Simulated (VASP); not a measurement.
Calculation: PW91 GGA, VASP's PBE PAW potentials (set 64) (plane waves; VASP).

VASP input:

### INCAR
```
SYSTEM  =  WSe2
PREC  =  Accurate; ENCUT  =  520; LREAL  =  .FALSE.
LASPH  =  .TRUE.
EDIFF  =  1E-7; NELM  =  100; ALGO  =  Normal
LMAXMIX  =  6
ISMEAR  =  -5
GGA  =  91
ISIF  =  2
LWAVE  =  .FALSE.; LCHARG  =  .TRUE.; LORBIT  =  11
NEDOS  =  601
LEFG  =  .TRUE.
```

POSCAR:
```
WSe2
1
    1.6650722090    -2.8839893256    -0.0000000000
    1.6650722090     2.8839893256    -0.0000000000
   -0.0000000000    -0.0000000000    14.2498245547
W Se
2 4
Direct
  0.3333330000   0.6666670000   0.2500000000
  0.6666670000   0.3333330000   0.7500000000
  0.3333330000   0.6666670000   0.8679812136
  0.6666670000   0.3333330000   0.3679812136
  0.6666670000   0.3333330000   0.1320187864
  0.3333330000   0.6666670000   0.6320187864
```

### KPOINTS
```
Regular mesh
0
G
  9 9 2
0 0 0
```

POTCAR, in this order: W_sv Se (PBE.64 set). Program: vasp_std.

Without a dispersion term in the relaxation, distances and binding between the weakly bound layers, chains or molecules are unreliable, and so is what depends on them.

Question: Predict the energy per atom (σ→0).

Answer: 
The energy per atom (σ→0) comes out as -7.195 eV/atom.

File OSZICAR:
```
...
DAV:  10    -0.431720359632E+02    0.62349E-03   -0.16714E-02  1967   0.839E-01    0.186E-01
DAV:  11    -0.431719481739E+02    0.87789E-04   -0.21607E-03  1817   0.292E-01    0.127E-01
DAV:  12    -0.431719725611E+02   -0.24387E-04   -0.12236E-04  1995   0.523E-02    0.872E-02
DAV:  13    -0.431719896649E+02   -0.17104E-04   -0.12159E-04  2016   0.606E-02    0.647E-03
DAV:  14    -0.431719941116E+02   -0.44467E-05   -0.74020E-06  1803   0.151E-02    0.662E-03
DAV:  15    -0.431719946885E+02   -0.57686E-06   -0.68339E-07  1590   0.396E-03    0.239E-03
DAV:  16    -0.431719947743E+02   -0.85816E-07   -0.12755E-07  1302   0.186E-03
   1 F= -.43171995E+02 E0= -.43171995E+02  d E =0.000000E+00
```

The compound is WSe2 in the 2H layered structure. It was relaxed first, which changed the volume by +13 %.
